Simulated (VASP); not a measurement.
Energy against volume of Ta (bcc). Level of theory: optB86b-vdW, VASP's PBE PAW potentials (set 64) (plane waves; VASP). Settings: 520 eV cut-off, 15×15×15 Γ-centred mesh, first-order Methfessel-Paxton smearing of 0.10 eV, potentials Ta_pv.

```
V (Å³/atom)  E (eV/atom)
-----------  -----------
16.890          -9.31372
17.429          -9.34690
17.968          -9.35632
18.508          -9.34484
```

Fit these four points and predict the energy of the run at 19.047 Å³/atom.

A cubic in V^(−2/3), the third-order Birch-Murnaghan form, passes through the four points with V0 = 17.93 Å³/atom and B0 = 208 GPa, and gives -9.3151 eV/atom there. The run gave -9.3160 eV/atom, -0.9 meV/atom from the fit; all five points give B0 = 205 GPa.

The compound is Ta in the bcc structure. It was relaxed first.
